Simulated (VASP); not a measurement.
OSZICAR of a VASP run on SnSe$_{2}$ (1T layered):

### OSZICAR
```
       N       E                     dE             d eps       ncg     rms          rms(c)
DAV:   1     0.190246247955E+03    0.19025E+03   -0.12194E+04   952   0.171E+03
DAV:   2     0.592004872665E+01   -0.18433E+03   -0.18108E+03  1042   0.389E+02
DAV:   3    -0.134761691966E+02   -0.19396E+02   -0.18836E+02  1251   0.119E+02
DAV:   4    -0.140621439254E+02   -0.58597E+00   -0.58551E+00  1167   0.217E+01
DAV:   5    -0.140764329876E+02   -0.14289E-01   -0.14288E-01  1442   0.340E+00    0.527E+00
DAV:   6    -0.138234630961E+02    0.25297E+00   -0.59066E-01  1404   0.843E+00    0.337E+00
DAV:   7    -0.137926517395E+02    0.30811E-01   -0.14090E-01  1187   0.254E+00    0.957E-01
DAV:   8    -0.137895203504E+02    0.31314E-02   -0.99713E-03  1130   0.104E+00    0.254E-01
DAV:   9    -0.137892877999E+02    0.23255E-03   -0.10460E-03  1064   0.251E-01    0.734E-02
DAV:  10    -0.137892861104E+02    0.16895E-05   -0.92571E-05  1308   0.707E-02    0.261E-02
DAV:  11    -0.137892879557E+02   -0.18453E-05   -0.12823E-05  1086   0.224E-02    0.474E-03
DAV:  12    -0.137892877487E+02    0.20700E-06   -0.86345E-07   706   0.745E-03
   1 F= -.13789288E+02 E0= -.13789288E+02  d E =-.137893E+02
```

Which electronic solver shows in the log?

It is blocked Davidson (ALGO = Normal, or the opening steps of other solvers). The INCAR had ALGO = Normal.

Can the final energy be trusted as converged?

Self-consistency was reached. It stopped with EDIFF = 1E-6, NELM = 100, NSW = 40 and EDIFFG = -0.02 after 1 ionic step (LDA (Ceperley-Alder, Perdew-Zunger), plane waves, VASP's LDA PAW potentials (set 64)).

The compound is SnSe2 in the 1T layered structure. It was relaxed first.
